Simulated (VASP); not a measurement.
# Al4B3P (P3m1) in VASP: notebook, part 3 of 3

VASP 6.6.1. Earlier steps stand in the parts before.

## Step 5: Relaxation of cell and atoms, PBE

This run uses another cell than the first one, of 12.77 Å³/atom, 1.045 times its volume.

Input file INCAR:

```
SYSTEM = Al4B3P
ALGO = Normal
EDIFF = 1E-6
EDIFFG = -0.01
ENCUT = 520
GGA = PE
IBRION = 2
ISIF = 3
ISMEAR = 0
KPAR = 8
LASPH = .True.
LCHARG = .False.
LREAL = .False.
LWAVE = .False.
NELM = 120
NSW = 90
PREC = Accurate
SIGMA = 0.1
```

Input file KPOINTS:

```
k-points
0
Gamma
  10 10 4
  0 0 0
```

Input file POSCAR:

```
Al4B3P
1.0
    3.4999615000      0.0000000000      0.0000000000
   -1.7499807500      3.0310555700      0.0000000000
    0.0000000000      0.0000000000      9.6280000000
Al B P
4 3 1
Direct
    0.6666666700      0.3333333300      0.3327793900
    0.6666666700      0.3333333300      0.8768176200
    0.3333333300      0.6666666700      0.6672206100
    0.3333333300      0.6666666700      0.1231823800
    0.0000000000      0.0000000000      0.0000000000
    0.0000000000      0.0000000000      0.8175114300
    0.0000000000      0.0000000000      0.1824885700
    0.0000000000      0.0000000000      0.5000000000
```

Potentials or basis: VASP PAW PBE potentials, release 64 (Al, B, P).

Launch:

```
$ cat potpaw_PBE.64/Al/POTCAR potpaw_PBE.64/B/POTCAR potpaw_PBE.64/P/POTCAR > POTCAR
$ mpirun -np 8 vasp_std > vasp.out
```

OUTCAR:

```text
SYSTEM = Al4B3P
   EDIFF = 1E-6
   EDIFFG = -0.01
   ENCUT = 520
   GGA = PE
   IBRION = 2
   ISIF = 3
   ISMEAR = 0
   LASPH = .True.
   LREAL = .False.
   NELM = 120
   NSW = 90
   PREC = Accurate

 ion  position               nearest neighbor table
   1  0.667  0.333  0.333-   7 2.49   7 2.49   7 2.49   8 2.58   8 2.58   8 2.58   4 2.86   4 2.86
                             4 2.86
   2  0.667  0.333  0.877-   6 2.10   6 2.10   6 2.10   5 2.34   5 2.34   5 2.34   3 2.86   3 2.86
                             3 2.86   4 3.12   4 3.12   4 3.12
   3  0.333  0.667  0.667-   6 2.49   6 2.49   6 2.49   8 2.58   8 2.58   8 2.58   2 2.86   2 2.86
                             2 2.86
   4  0.333  0.667  0.123-   7 2.10   7 2.10   7 2.10   5 2.34   5 2.34   5 2.34   1 2.86   1 2.86
                             1 2.86   2 3.12   2 3.12   2 3.12
   5  0.000  0.000  0.000-   6 1.76   7 1.76   2 2.34   4 2.34   4 2.34   2 2.34   2 2.34   4 2.34

   6  0.000  0.000  0.818-   5 1.76   2 2.10   2 2.10   2 2.10   3 2.49   3 2.49   3 2.49
   7  0.000  0.000  0.182-   5 1.76   4 2.10   4 2.10   4 2.10   1 2.49   1 2.49   1 2.49
   8  0.000  0.000  0.500-   1 2.58   3 2.58   3 2.58   1 2.58   1 2.58   3 2.58

  LATTYP: Found a hexagonal cell.
 ALAT       =     3.4999615000
 C/A-ratio  =     2.7508874026

  Lattice vectors:

 A1 = (   3.4999615000,   0.0000000000,   0.0000000000)
[... 198 lines left out ...]
  --------------------------------------------------------------------------------------
  -------------------------------------------------------------------------------------
  Total       -0.1140778     -0.1140778     -0.3156605     -0.0000000      0.0000000      0.0000000
  in kB       -1.7894454     -1.7894454     -4.9515097     -0.0000000      0.0000000      0.0000000
  external PRESSURE =      -2.8434669 kB  Pullay stress =       0.0000000 kB
[... 323 lines left out ...]
--------------------------------------- Ionic step        9  -------------------------------------------

 number of electron      26.0000000 magnetization

 Free energy of the ion-electron system (eV)
  ---------------------------------------------------
  ext. energy  EPLUGINS =         0.00000000
  ---------------------------------------------------
  free energy    TOTEN  =       -39.48304772 eV

  energy without entropy =      -39.47660071  energy(sigma->0) =      -39.47982422

 E-fermi :   7.6484     XC(G=0): -10.6103

 val. band max:        7.6483561335   @ k =   0.3000   0.3000   0.0000
 cond. band min:       7.6871519403   @ k =   0.1000   0.0000   0.0000
 fundamental gap:      0.0387958067
 Fermi energy:         7.6483602868

 k-point     1 :       0.0000    0.0000    0.0000
  band No.  band energies     occupation
      1      -5.6332      2.00000
      2      -4.4941      2.00000
      3      -3.6840      2.00000
      4       0.4583      2.00000
      5       0.6359      2.00000
      6       5.4464      2.00000
[... 481 lines left out ...]
      5       0.5328      2.00000
      6       1.8153      2.00000
[... 10 lines left out ...]
     17       9.2764      0.00000
     18      10.3920      0.00000

 [... further k-points ...]
[... 5 lines left out ...]
  --------------------------------------------------------------------------------------
  -------------------------------------------------------------------------------------
  Total       -0.0077587     -0.0077587      0.0060505      0.0000000      0.0000000      0.0000000
  in kB       -0.1212953     -0.1212953      0.0945909      0.0000000      0.0000000      0.0000000
  external PRESSURE =      -0.0493332 kB  Pullay stress =       0.0000000 kB
[... 23 lines left out ...]
  FREE ENERGIE OF THE ION-ELECTRON SYSTEM (eV)
  ---------------------------------------------------
  free  energy   TOTEN  =       -39.4830477241 eV

  energy  without entropy=      -39.4766007126  energy(sigma->0) =      -39.47982422

 reached required accuracy - stopping structural energy minimisation
```

CONTCAR:

```text
Al4B3P
   1.00000000000000
     3.5088328530920734   -0.0000000000000000    0.0000000000000000
    -1.7544164265460367    3.0387383871340727    0.0000000000000000
    -0.0000000000000000    0.0000000000000000    9.6116440097937019
  Al              B               P
     4     3     1
Direct
     0.6666666699999979    0.3333333300000021    0.3354578386521833
     0.6666666699999979    0.3333333300000021    0.8739319486683422
     0.3333333300000021    0.6666666699999979    0.6645421613478169
     0.3333333300000021    0.6666666699999979    0.1260680513316577
     0.0000000000000000    0.0000000000000000    0.0000000000000000
     1.0000000000000000    1.0000000000000000    0.8194412652707580
     0.0000000000000000    0.0000000000000000    0.1805587347292421
     0.0000000000000000    0.0000000000000000    0.5000000000000000

  0.00000000E+00  0.00000000E+00  0.00000000E+00
  0.00000000E+00  0.00000000E+00  0.00000000E+00
  0.00000000E+00  0.00000000E+00  0.00000000E+00
  0.00000000E+00  0.00000000E+00  0.00000000E+00
  0.00000000E+00  0.00000000E+00  0.00000000E+00
  0.00000000E+00  0.00000000E+00  0.00000000E+00
  0.00000000E+00  0.00000000E+00  0.00000000E+00
  0.00000000E+00  0.00000000E+00  0.00000000E+00
```

Run time: 39 s. Hardware: 8 MPI ranks of AMD EPYC 9R45 (Zen 5), shared host; peak memory 0.28 GiB.

What came out:

* Free energy: -39.4830 eV
* Relaxed volume: 12.81 Å³/atom
* Relaxed cell: a = 3.509 Å, b = 3.509 Å, c = 9.612 Å, α = 90.00°, β = 90.00°, γ = 120.00°
* Space group after relaxing (to 0.05 Å): P-3m1 (No. 164)
* Energy gained by relaxing: 1.0 meV/atom
* Ionic steps: 9
* Pressure after relaxing: 0.0 GPa
* Largest force after relaxing: 0.003 eV/Å
* Band gap on the k mesh: none (metal or under the smearing width)

Forces on the atoms (eV/Å):
```
Al   0.000  0.000 -0.001
Al   0.000  0.000 -0.003
Al   0.000  0.000  0.001
Al   0.000  0.000  0.003
B    0.000  0.000  0.000
B    0.000  0.000 -0.003
B    0.000  0.000  0.003
P    0.000  0.000  0.000
```

The path:
```
step  energy change (eV)  largest force (eV/Å)  pressure (GPa)  volume (Å³)
   1              0.0000                0.1180           -0.28       102.14
   2             -0.0031                0.0870            0.27       101.80
   3             -0.0037                0.0741            0.65       101.58
   4             -0.0058                0.0560            0.43       101.87
   5             -0.0075                0.0203           -0.06       102.51
   6             -0.0075                0.0199           -0.04       102.48
   7             -0.0077                0.0119           -0.01       102.48
   8             -0.0077                0.0105            0.00       102.49
   9             -0.0077                0.0031            0.00       102.48
```

Final structure:
```xyz
8
Lattice="3.5088 0.0000 0.0000 -1.7544 3.0387 0.0000 0.0000 0.0000 9.6116" Properties=species:S:1:pos:R:3 pbc="T T T"
Al    1.7544    1.0129    3.2243
Al    1.7544    1.0129    8.3999
Al    0.0000    2.0258    6.3873
Al    0.0000    2.0258    1.2117
B     0.0000    0.0000    0.0000
B     1.7544    3.0387    7.8762
B     0.0000    0.0000    1.7355
P     0.0000    0.0000    4.8058
```

Levels at points of the mesh, in eV from the Fermi level:
```csv
k point,band 10,band 11,band 12,band 13,band 14,band 15,band 16,band 17
"(0.00, 0.00, 0.00)",-0.23,0.30,0.30,0.96,2.98,3.43,3.43,3.73
"(0.50, 0.00, 0.00)",-2.77,-1.89,-1.44,-1.02,-0.38,0.43,1.88,1.95
"(0.00, 0.00, 0.50)",-0.46,0.64,0.64,1.62,3.34,3.34,3.41,3.68
"(0.50, 0.00, 0.50)",-2.99,-2.24,-1.33,-0.89,0.36,0.47,1.33,1.81
```

## Step 6: Relaxation of cell and atoms, PBE

This run uses another cell than the first one, of 12.81 Å³/atom, 1.049 times its volume.

Edit INCAR of step 5 so:

```diff
@@ -2,4 +2,4 @@
 ALGO = Normal
-EDIFF = 1E-6
-EDIFFG = -0.01
+EDIFF = 1E-7
+EDIFFG = -0.005
 ENCUT = 520
@@ -15,3 +15,4 @@
 NELM = 120
-NSW = 90
+NSW = 60
+POTIM = 0.3
 PREC = Accurate
```

KPOINTS is that of step 5.

Input file POSCAR:

```
Al4B3P                                  
1.0
    3.5088328531     -0.0000000000      0.0000000000
   -1.7544164265      3.0387383871      0.0000000000
   -0.0000000000      0.0000000000      9.6116440098
  Al              B               P             
     4     3     1
Direct
     0.6666666699999979    0.3333333300000021    0.3354578386521833
     0.6666666699999979    0.3333333300000021    0.8739319486683422
     0.3333333300000021    0.6666666699999979    0.6645421613478169
     0.3333333300000021    0.6666666699999979    0.1260680513316577
     0.0000000000000000    0.0000000000000000    0.0000000000000000
     1.0000000000000000    1.0000000000000000    0.8194412652707580
     0.0000000000000000    0.0000000000000000    0.1805587347292421
     0.0000000000000000    0.0000000000000000    0.5000000000000000
```

Potentials or basis: VASP PAW PBE potentials, release 64 (Al, B, P).

Launch:

```
$ cat potpaw_PBE.64/Al/POTCAR potpaw_PBE.64/B/POTCAR potpaw_PBE.64/P/POTCAR > POTCAR
$ mpirun -np 8 vasp_std > vasp.out
```

Wall time 12 s (8 MPI ranks of AMD EPYC 9R45 (Zen 5), shared host); peak memory 0.26 GiB.

Results (log left out):

* Free energy: -39.4831 eV
* Pressure after relaxing: 0.0 GPa
* Largest force after relaxing: 0.003 eV/Å
* Band gap on the k mesh: none (metal or under the smearing width)

Forces on the atoms (eV/Å):
```
Al   0.000  0.000 -0.001
Al   0.000  0.000 -0.003
Al   0.000  0.000  0.001
Al   0.000  0.000  0.003
B    0.000  0.000  0.000
B    0.000  0.000 -0.003
B    0.000  0.000  0.003
P    0.000  0.000  0.000
```

Final structure:
```xyz
8
Lattice="3.5088 0.0000 0.0000 -1.7544 3.0387 0.0000 0.0000 0.0000 9.6116" Properties=species:S:1:pos:R:3 pbc="T T T"
Al    1.7544    1.0129    3.2243
Al    1.7544    1.0129    8.3999
Al    0.0000    2.0258    6.3873
Al    0.0000    2.0258    1.2117
B     0.0000    0.0000    0.0000
B     0.0000    0.0000    7.8762
B     0.0000    0.0000    1.7355
P     0.0000    0.0000    4.8058
```

Levels at points of the mesh, in eV from the Fermi level:
```
           k point  band 10  band 11  band 12  band 13  band 14  band 15  band 16  band 17
(0.00, 0.00, 0.00)    -0.23     0.30     0.30     0.96     2.98     3.43     3.43     3.73
(0.50, 0.00, 0.00)    -2.77    -1.89    -1.44    -1.02    -0.38     0.43     1.88     1.95
(0.00, 0.00, 0.50)    -0.46     0.64     0.64     1.62     3.34     3.34     3.41     3.68
(0.50, 0.00, 0.50)    -2.99    -2.24    -1.33    -0.89     0.36     0.47     1.33     1.81
```

Caveat: the relaxation stopped at its first step, so nothing moved.

## Step 7: Overview

| task | level | cell | k mesh | gap on the mesh (eV) | pressure (GPa) |
| --- | --- | --- | --- | --- | --- |
| relaxation of cell and atoms | PBE | relaxed | 12 × 12 × 4 | none | 0.0 |
| single point | r2SCAN | P3m1, 12.14 Å³/atom | 12 × 12 × 4 | none | -2.3 |
| relaxation of cell and atoms | PBE | relaxed | 10 × 10 × 4 | none | 0.0 |

Alike in all rows: potentials or basis VASP PAW PBE potentials, release 64 (Al, B, P); no spin polarisation; cutoff (eV) 520; smearing gaussian 0.1 eV.

Caveats: the PAW data sets were made with another functional, which shifts forces and pressure a little (some runs); the relaxation stopped at its first step, so nothing moved (some runs).

Absolute energies hang on the potentials; compare differences alone.
